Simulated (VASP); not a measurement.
Input:

```
CELL_PARAMETERS angstrom
      2.20563    -3.80642     0.00000
      2.20563     3.80642     0.00000
      0.00000     0.00000     4.53700
ATOMIC_POSITIONS crystal
  Ga 0.15554 0.84446 0.91814
  Ga 0.34446 0.65554 0.41814
  Ga 0.65554 0.34446 0.58186
  Ga 0.84446 0.15554 0.08186
```

These are AM05 GGA, VASP's PBE PAW potentials (set 64) (plane waves; VASP) values and carry that method's errors. Run with 520 eV cut-off, 9×9×8 Γ-centred mesh, tetrahedra with Blöchl corrections, potentials Ga_d.

Estimate the energy per atom (σ→0), band gap (on the k-mesh) with the smallest direct gap where there is one.

The band gap (on the k-mesh) comes out as none (metal, semimetal or under 0.01 eV) and the energy per atom (σ→0) is -3.098 eV/atom.

Total energies compare only between runs with the same potentials, cut-off and functional.

The compound is Ga in the alpha structure. It was relaxed first.
